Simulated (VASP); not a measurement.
VASP ran on this input.

POSCAR:
```
MgO
1
    0.0000000000     2.1050000000     2.1050000000
    2.1050000000     0.0000000000     2.1050000000
    2.1050000000     2.1050000000     0.0000000000
Mg O
1 1
Direct
  0.0000000000   0.0000000000   0.0000000000
  0.5000000000   0.5000000000   0.5000000000
```

KPOINTS:
```
Automatic mesh
0
Gamma
10 10 10
0 0 0
```

**INCAR**
```
SYSTEM = MgO
PREC = Accurate
ENCUT = 520
EDIFF = 1E-6
NELM = 100
ALGO = Normal
LREAL = .FALSE.
LASPH = .TRUE.
ISMEAR = 0
SIGMA = 0.05
METAGGA = R2SCAN
LUSE_VDW = .TRUE.
BPARAM = 11.95
CPARAM = 0.0093
LMIXTAU = .TRUE.
LWAVE = .FALSE.
LCHARG = .FALSE.
IBRION = 2
ISIF = 3
NSW = 60
EDIFFG = -0.01
```

POTCAR, in this order: Mg O (PBE.64 set). Program: vasp_std.

Question: Translate this r2SCAN+rVV10 calculation to Ansatz.

Answer: One equivalent input (not run):
Ansatz 0.2 input:
```yaml
crystal:
  lattice:
    - [0.0000000, 2.1050000, 2.1050000]
    - [2.1050000, 0.0000000, 2.1050000]
    - [2.1050000, 2.1050000, 0.0000000]
  atoms:
    - { symbol: Mg, position: [0.0000000, 0.0000000, 0.0000000] }
    - { symbol: O, position: [0.5000000, 0.5000000, 0.5000000] }
kpoints:
  mp_grid: { grid: [10, 10, 10] }
hamiltonian:
  xc: r2scan
  dispersion: rvv10
  pseudopotentials: { kind: paw }
scf:
  occupations: { method: gaussian, width: 0.05 }
  max_iter: 100
relax:
  max_steps: 60
  f_tol: 0.01
  cell: {}
output: { forces: true, stress: true, eigenvalues: true }
```
Limits of the translation: each code has its own PAW files, so the cut-off isn't converted (ENCUT is set for VASP's; basis.ecutwfc is left out, and Ansatz then takes the one that its files recommend); Ansatz stops its SCF on the density residual and VASP on the energy change (EDIFF).

The compound is MgO in the rock salt structure. This run relaxes it. Symmetry was kept, so distortions that lower it aren't found.
